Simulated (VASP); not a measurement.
A convergence study with VASP on SrTiO3 (cubic perovskite): a few settings are varied, all else stays as given below, so the limit is that of these other settings.

```
CELL_PARAMETERS angstrom
      3.90500     0.00000     0.00000
      0.00000     3.90500     0.00000
      0.00000     0.00000     3.90500
ATOMIC_POSITIONS crystal
  Sr 0.00000 0.00000 0.00000
  Ti 0.50000 0.50000 0.50000
  O  0.50000 0.00000 0.50000
  O  0.00000 0.50000 0.50000
  O  0.50000 0.50000 0.00000
```

Level of theory: LDA (Ceperley-Alder, Perdew-Zunger), VASP's LDA PAW potentials (set 64) (plane waves; VASP). The last row used: 700 eV cut-off, 12×12×12 Γ-centred mesh, second-order Methfessel-Paxton smearing of 0.40 eV, potentials Sr_sv Ti_sv O.

Gaps are read on the run's mesh, which can miss a band edge.

```
setting                                   E (eV/atom)  pressure (GPa)  gap on the mesh (eV)  irreducible k-points
----------------------------------------  -----------  --------------  --------------------  --------------------
ISMEAR = -1, SIGMA = 0.01, 3×3×3 mesh         -8.8100           -6.22                 1.992                     4
ISMEAR = -1, SIGMA = 0.1, 3×3×3 mesh          -8.8100           -6.22                 1.993                     4
ISMEAR = 0, SIGMA = 0.01, 3×3×3 mesh          -8.8100           -6.22                 1.992                     4
ISMEAR = 0, SIGMA = 0.2, 3×3×3 mesh           -8.8100           -6.22                 1.992                     4
ISMEAR = 1, SIGMA = 0.05, 3×3×3 mesh          -8.8099           -6.21                 1.994                     4
ISMEAR = 1, SIGMA = 0.2, 3×3×3 mesh           -8.8095           -6.23                 1.993                     4
ISMEAR = 2, SIGMA = 0.05, 3×3×3 mesh          -8.8100           -6.22                 1.992                     4
ISMEAR = 2, SIGMA = 0.2, 3×3×3 mesh           -8.8095           -6.21                 1.993                     4
ISMEAR = -1, SIGMA = 0.01, 6×6×6 mesh         -8.8313           -6.55                 1.751                    20
ISMEAR = -1, SIGMA = 0.2, 6×6×6 mesh          -8.8308           -6.53                 1.756                    20
ISMEAR = 0, SIGMA = 0.01, 6×6×6 mesh          -8.8313           -6.55                 1.751                    20
ISMEAR = 0, SIGMA = 0.4, 6×6×6 mesh           -8.8313           -6.55                 1.751                    20
ISMEAR = 1, SIGMA = 0.05, 6×6×6 mesh          -8.8313           -6.55                 1.751                    20
ISMEAR = 1, SIGMA = 0.4, 6×6×6 mesh           -8.8312           -6.59                 1.754                    20
ISMEAR = 2, SIGMA = 0.05, 6×6×6 mesh          -8.8313           -6.55                 1.751                    20
ISMEAR = 2, SIGMA = 0.4, 6×6×6 mesh           -8.8314           -6.59                 1.752                    20
ISMEAR = -1, SIGMA = 0.05, 12×12×12 mesh      -8.8315           -6.55                 1.752                    84
ISMEAR = -1, SIGMA = 0.2, 12×12×12 mesh       -8.8309           -6.53                 1.757                    84
ISMEAR = 0, SIGMA = 0.1, 12×12×12 mesh        -8.8315           -6.55                 1.752                    84
ISMEAR = 0, SIGMA = 0.4, 12×12×12 mesh        -8.8314           -6.55                 1.752                    84
ISMEAR = 1, SIGMA = 0.1, 12×12×12 mesh        -8.8315           -6.55                 1.752                    84
ISMEAR = 1, SIGMA = 0.4, 12×12×12 mesh        -8.8311           -6.58                 1.754                    84
ISMEAR = 2, SIGMA = 0.1, 12×12×12 mesh        -8.8315           -6.55                 1.752                    84
ISMEAR = 2, SIGMA = 0.4, 12×12×12 mesh        -8.8310           -6.56                 1.752                    84
```

Left out are rungs that failed or repeat a setting and relaxations that didn't move; long series are thinned to 24 rows.

The compound is SrTiO3 in the cubic perovskite structure, the ideal cubic form; the compound distorts at low or room temperature. The cell was not relaxed at this level.
